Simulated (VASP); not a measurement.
Calculation: PBEsol GGA, VASP's PBE PAW potentials (set 64) (plane waves; VASP).

VASP ran on this input.

### INCAR
```
SYSTEM = TlBr(110) slab
PREC = Normal
ENCUT = 400
EDIFF = 1E-5
NELM = 100
ALGO = Normal
LREAL = .FALSE.
LASPH = .TRUE.
ISMEAR = 0
SIGMA = 0.05
GGA = PS
LMAXMIX = 4
LWAVE = .TRUE.
LCHARG = .FALSE.
NELMIN = 4
LDIPOL = .TRUE.
IDIPOL = 3
DIPOL = 0.5 0.5 0.5
IBRION = 2
ISIF = 2
NSW = 50
EDIFFG = -0.03
```

File KPOINTS:
```
kpoints
0
Gamma
4 5 1
```

### POSCAR
```
TlBr(110) slab
1.0
  5.5381726091   0.0000000000   0.0000000000
  0.0000000000   3.9160794863   0.0000000000
  0.0000000000   0.0000000000  25.7984485501
Tl Br
4 4
direct
  0.2500000000   0.0000000000   0.3389970000
  0.7500000000   0.0000000000   0.4463320000
  0.2500000000   0.0000000000   0.5536680000
  0.7500000000   0.0000000000   0.6610030000
  0.7500000000   0.5000000000   0.3389970000
  0.2500000000   0.5000000000   0.4463320000
  0.7500000000   0.5000000000   0.5536680000
  0.2500000000   0.5000000000   0.6610030000
```

POTCAR, in this order: Tl_d Br (PBE.64 set). Program: vasp_std.

Output

### OSZICAR
```
       N       E                     dE             d eps       ncg     rms          rms(c)
DAV:   1     0.482787466647E+03    0.48279E+03   -0.30376E+04   992   0.109E+03
DAV:   2     0.276527265965E+02   -0.45513E+03   -0.43989E+03  1096   0.241E+02
DAV:   3    -0.233929604291E+02   -0.51046E+02   -0.50401E+02  1048   0.676E+01
DAV:   4    -0.247762238032E+02   -0.13833E+01   -0.13807E+01   984   0.120E+01
DAV:   5    -0.248122168251E+02   -0.35993E-01   -0.35968E-01  1048   0.179E+00    0.601E+00
DAV:   6    -0.237943053729E+02    0.10179E+01   -0.14912E+00  1008   0.457E+00    0.364E+00
DAV:   7    -0.236661714116E+02    0.12813E+00   -0.88263E-01   992   0.317E+00    0.166E+00
DAV:   8    -0.236646837629E+02    0.14876E-02   -0.16840E-01   984   0.166E+00    0.360E-01
DAV:   9    -0.236604560384E+02    0.42277E-02   -0.98885E-03   968   0.422E-01    0.174E-01
DAV:  10    -0.236602082455E+02    0.24779E-03   -0.12330E-02   992   0.350E-01    0.129E-01
DAV:  11    -0.236601197276E+02    0.88518E-04   -0.27528E-03   952   0.205E-01    0.356E-02
DAV:  12    -0.236605298770E+02   -0.41015E-03   -0.35221E-04   952   0.616E-02    0.243E-02
DAV:  13    -0.236610408768E+02   -0.51100E-03   -0.11608E-04   800   0.333E-02    0.159E-02
DAV:  14    -0.236615532322E+02   -0.51236E-03   -0.81237E-05   712   0.320E-02    0.642E-03
DAV:  15    -0.236617267481E+02   -0.17352E-03   -0.23798E-05   704   0.151E-02    0.443E-03
DAV:  16    -0.236618237212E+02   -0.96973E-04   -0.10787E-05   672   0.817E-03    0.191E-03
DAV:  17    -0.236618809006E+02   -0.57179E-04   -0.67599E-06   624   0.564E-03    0.195E-03
DAV:  18    -0.236619293762E+02   -0.48476E-04   -0.28136E-06   568   0.457E-03    0.761E-04
DAV:  19    -0.236619587763E+02   -0.29400E-04   -0.19683E-06   584   0.308E-03    0.109E-03
DAV:  20    -0.236619764972E+02   -0.17721E-04   -0.11959E-06   576   0.263E-03    0.520E-04
DAV:  21    -0.236619804608E+02   -0.39636E-05   -0.28259E-07   576   0.142E-03
   1 F= -.23661980E+02 E0= -.23661980E+02  d E =-.236620E+02
       N       E                     dE             d eps       ncg     rms          rms(c)
DAV:   1    -0.236671695018E+02   -0.51930E-02   -0.17265E+00   864   0.485E+00    0.230E-01
DAV:   2    -0.236699775657E+02   -0.28081E-02   -0.29470E-02   912   0.824E-01    0.711E-02
DAV:   3    -0.236699586313E+02    0.18934E-04   -0.46731E-04  1088   0.996E-02    0.515E-02
DAV:   4    -0.236699387868E+02    0.19845E-04   -0.69721E-05   824   0.338E-02    0.266E-02
DAV:   5    -0.236699390829E+02   -0.29605E-06   -0.19788E-05   776   0.176E-02
   2 F= -.23669939E+02 E0= -.23669939E+02  d E =-.795862E-02
       N       E                     dE             d eps       ncg     rms          rms(c)
DAV:   1    -0.236643713381E+02    0.55674E-02   -0.15557E+01   864   0.146E+01    0.706E-01
DAV:   2    -0.236896299251E+02   -0.25259E-01   -0.26558E-01   928   0.247E+00    0.214E-01
DAV:   3    -0.236894635202E+02    0.16640E-03   -0.42691E-03  1080   0.302E-01    0.155E-01
DAV:   4    -0.236892863967E+02    0.17712E-03   -0.62775E-04   968   0.104E-01    0.800E-02
DAV:   5    -0.236892900438E+02   -0.36471E-05   -0.17511E-04   800   0.524E-02    0.145E-02
DAV:   6    -0.236893061170E+02   -0.16073E-04   -0.13808E-05   648   0.169E-02    0.745E-03
DAV:   7    -0.236893191641E+02   -0.13047E-04   -0.37635E-06   592   0.736E-03    0.516E-03
DAV:   8    -0.236893304748E+02   -0.11311E-04   -0.23652E-06   552   0.540E-03    0.135E-03
DAV:   9    -0.236893405164E+02   -0.10042E-04   -0.16368E-06   560   0.357E-03    0.200E-03
DAV:  10    -0.236893433159E+02   -0.27995E-05   -0.37988E-07   552   0.185E-03
   3 F= -.23689343E+02 E0= -.23689343E+02  d E =-.273629E-01
       N       E                     dE             d eps       ncg     rms          rms(c)
DAV:   1    -0.236047632590E+02    0.84577E-01   -0.62441E+01   864   0.293E+01    0.149E+00
DAV:   2    -0.237062156218E+02   -0.10145E+00   -0.10709E+00   952   0.496E+00    0.449E-01
DAV:   3    -0.237055260671E+02    0.68955E-03   -0.17597E-02  1072   0.627E-01    0.320E-01
DAV:   4    -0.237047781212E+02    0.74795E-03   -0.25746E-03   952   0.233E-01    0.164E-01
DAV:   5    -0.237047680426E+02    0.10079E-04   -0.71456E-04   928   0.131E-01    0.314E-02
DAV:   6    -0.237048145071E+02   -0.46465E-04   -0.63049E-05   800   0.371E-02    0.149E-02
DAV:   7    -0.237048526424E+02   -0.38135E-04   -0.71976E-06   584   0.135E-02    0.869E-03
DAV:   8    -0.237048797132E+02   -0.27071E-04   -0.60688E-06   568   0.816E-03    0.283E-03
DAV:   9    -0.237049068363E+02   -0.27123E-04   -0.41678E-06   608   0.579E-03    0.308E-03
DAV:  10    -0.237049171368E+02   -0.10301E-04   -0.10673E-06   576   0.296E-03    0.108E-03
DAV:  11    -0.237049294994E+02   -0.12363E-04   -0.16041E-06   584   0.304E-03    0.845E-04
DAV:  12    -0.237049319797E+02   -0.24803E-05   -0.46038E-07   568   0.195E-03
   4 F= -.23704932E+02 E0= -.23704932E+02  d E =-.429515E-01
       N       E                     dE             d eps       ncg     rms          rms(c)
DAV:   1    -0.237046320083E+02    0.29749E-03   -0.21993E-01   872   0.175E+00    0.859E-02
DAV:   2    -0.237049922392E+02   -0.36023E-03   -0.37940E-03   944   0.298E-01    0.259E-02
DAV:   3    -0.237049896150E+02    0.26243E-05   -0.62117E-05  1008   0.389E-02    0.187E-02
DAV:   4    -0.237049870953E+02    0.25197E-05   -0.95352E-06   584   0.163E-02
   5 F= -.23704987E+02 E0= -.23704987E+02  d E =-.430066E-01
       N       E                     dE             d eps       ncg     rms          rms(c)
DAV:   1    -0.237048827683E+02    0.10685E-03   -0.10898E+00   864   0.364E+00    0.214E-01
DAV:   2    -0.237067670561E+02   -0.18843E-02   -0.21044E-02   960   0.635E-01    0.752E-02
DAV:   3    -0.237067243186E+02    0.42737E-04   -0.41341E-04  1040   0.100E-01    0.560E-02
DAV:   4    -0.237066967062E+02    0.27612E-04   -0.52664E-05   808   0.399E-02    0.323E-02
DAV:   5    -0.237066860848E+02    0.10621E-04   -0.39892E-05   728   0.434E-02    0.773E-03
DAV:   6    -0.237066877273E+02   -0.16426E-05   -0.17238E-05   656   0.145E-02
   6 F= -.23706688E+02 E0= -.23706688E+02  d E =-.170063E-02
       N       E                     dE             d eps       ncg     rms          rms(c)
DAV:   1    -0.237040169350E+02    0.26691E-02   -0.21451E+00   864   0.502E+00    0.306E-01
DAV:   2    -0.237077281331E+02   -0.37112E-02   -0.41497E-02   968   0.880E-01    0.105E-01
DAV:   3    -0.237076442288E+02    0.83904E-04   -0.82508E-04  1064   0.137E-01    0.782E-02
DAV:   4    -0.237075892773E+02    0.54952E-04   -0.10455E-04   824   0.525E-02    0.446E-02
DAV:   5    -0.237075679806E+02    0.21297E-04   -0.78354E-05   784   0.551E-02    0.107E-02
DAV:   6    -0.237075712552E+02   -0.32746E-05   -0.33599E-05   752   0.194E-02
   7 F= -.23707571E+02 E0= -.23707571E+02  d E =-.258416E-02
```

### OUTCAR
```
------------------------ aborting loop because EDIFF is reached ----------------------------------------
  FORCE on cell =-STRESS in cart. coord.  units (eV):
  Direction    XX          YY          ZZ          XY          YZ          ZX
  --------------------------------------------------------------------------------------
  Total       -1.3594093     -0.5686315     -0.3967388      0.0000000      0.0000000      0.0000000
  in kB       -3.8926848     -1.6282831     -1.1360662      0.0000000      0.0000000      0.0000000
  external PRESSURE =      -2.2190114 kB  Pullay stress =       0.0000000 kB
  volume of cell :      559.51
      direct lattice vectors                 reciprocal lattice vectors
     5.538172609  0.000000000  0.000000000     0.180564975  0.000000000  0.000000000
     0.000000000  3.916079486  0.000000000     0.000000000  0.255357432  0.000000000
     0.000000000  0.000000000 25.798448550     0.000000000  0.000000000  0.038762021
 POSITION                                       TOTAL-FORCE (eV/Angst)
 -----------------------------------------------------------------------------------
      1.38454      0.00000      8.82210        -0.000000      0.000000      0.012937
      4.15363      0.00000     11.44335         0.000000      0.000000      0.017766
      1.38454      0.00000     14.35510        -0.000000      0.000000     -0.017766
      4.15363      0.00000     16.97635         0.000000      0.000000     -0.012937
      4.15363      1.95804      8.79951         0.000000      0.000000      0.011359
      1.38454      1.95804     11.42462         0.000000     -0.000000      0.006508
      4.15363      1.95804     14.37383         0.000000      0.000000     -0.006508
      1.38454      1.95804     16.99894         0.000000     -0.000000     -0.011359
 -----------------------------------------------------------------------------------
    total drift:                                0.000000     -0.000000      0.000000
  FREE ENERGIE OF THE ION-ELECTRON SYSTEM (eV)
  ---------------------------------------------------
  free  energy   TOTEN  =       -23.7075712552 eV

  energy  without entropy=      -23.7075712552  energy(sigma->0) =      -23.70757126

 reached required accuracy - stopping structural energy minimisation
```
(Selected blocks of OUTCAR.)

CONTCAR:
```
TlBr(110) slab
   1.00000000000000
     5.5381726091000001    0.0000000000000000    0.0000000000000000
     0.0000000000000000    3.9160794863000001    0.0000000000000000
     0.0000000000000000    0.0000000000000000   25.7984485501000016
  Tl              Br
     4     4
Direct
     0.2500000000000000    0.0000000000000000    0.3419625474717332
     0.7500000000000000    0.0000000000000000    0.4435673185111673
     0.2500000000000000    0.0000000000000000    0.5564326814888328
     0.7500000000000000    0.0000000000000000    0.6580374525282667
     0.7500000000000000    0.5000000000000000    0.3410868048847912
     0.2500000000000000    0.5000000000000000    0.4428413364361082
     0.7500000000000000    0.5000000000000000    0.5571586635638920
     0.2500000000000000    0.5000000000000000    0.6589131951152087
```

The cell is a thin slab with vacuum, built from TlBr (CsCl type): (110) face.
